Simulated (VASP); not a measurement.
A run of VASP 6.6.1:

Contents of POSCAR:

```
CaB6
1.0
    4.1450000000      0.0000000000      0.0000000000
    0.0000000000      4.1450000000      0.0000000000
    0.0000000000      0.0000000000      4.1450000000
Ca B
1 6
Direct
    0.5000000000      0.5000000000      0.5000000000
    0.0000000000      0.0000000000      0.2930000000
    0.0000000000      0.0000000000      0.7070000000
    0.2930000000      0.0000000000      0.0000000000
    0.7070000000      0.0000000000      0.0000000000
    0.0000000000      0.2930000000      0.0000000000
    0.0000000000      0.7070000000      0.0000000000
```

INCAR.step1

```
SYSTEM = CaB6
PREC = Accurate
ENCUT = 520
EDIFF = 1E-5
ISMEAR = 0
SIGMA = 0.02
LREAL = .False.
LASPH = .True.
NELM = 60
ALGO = Normal
ISIF = 2
LWAVE = .True.
LCHARG = .False.
GGA = PE
```

The input INCAR.step2:

```
SYSTEM = CaB6
PREC = Accurate
ENCUT = 520
EDIFF = 1E-6
ISMEAR = 0
SIGMA = 0.02
LREAL = .False.
LASPH = .True.
NELM = 60
ALGO = Normal
ISIF = 2
LWAVE = .False.
LCHARG = .False.
GGA = PE
LHFCALC = .True.
HFSCREEN = 0.2
PRECFOCK = Fast
ISTART = 1
```

KPOINTS

```
regular mesh
0
Gamma
  4 4 4
  0 0 0
```

File KPOINTS_OPT:

```
path GXMGRX,MR
8
line-mode
reciprocal
 0.0000000000  0.0000000000  0.0000000000  G
 0.0000000000  0.5000000000  0.0000000000  X

 0.0000000000  0.5000000000  0.0000000000  X
 0.5000000000  0.5000000000  0.0000000000  M

 0.5000000000  0.5000000000  0.0000000000  M
 0.0000000000  0.0000000000  0.0000000000  G

 0.0000000000  0.0000000000  0.0000000000  G
 0.5000000000  0.5000000000  0.5000000000  R

 0.5000000000  0.5000000000  0.5000000000  R
 0.0000000000  0.5000000000  0.0000000000  X

 0.5000000000  0.5000000000  0.0000000000  M
 0.5000000000  0.5000000000  0.5000000000  R
```

Potentials or basis: VASP PAW PBE potentials, release 64 (Ca_sv, B).

Launch:

```console
$ cat potpaw_PBE.64/Ca_sv/POTCAR potpaw_PBE.64/B/POTCAR > POTCAR
$ cp INCAR.step1 INCAR
$ mpirun -np 1 vasp_std > vasp.out
$ cp INCAR.step2 INCAR
$ mpirun -np 1 vasp_std > vasp.out
```

Hardware: 1 thread of Intel(R) Xeon(R) 6975P-C (Granite Rapids), with other jobs on the host.

Q: How long does it take, and how much memory?

A: Run time: 20 min on 1 thread of Intel(R) Xeon(R) 6975P-C (Granite Rapids), with other jobs on the host, peak memory 0.3 GiB. Counts: scf iterations 56, k points 10.
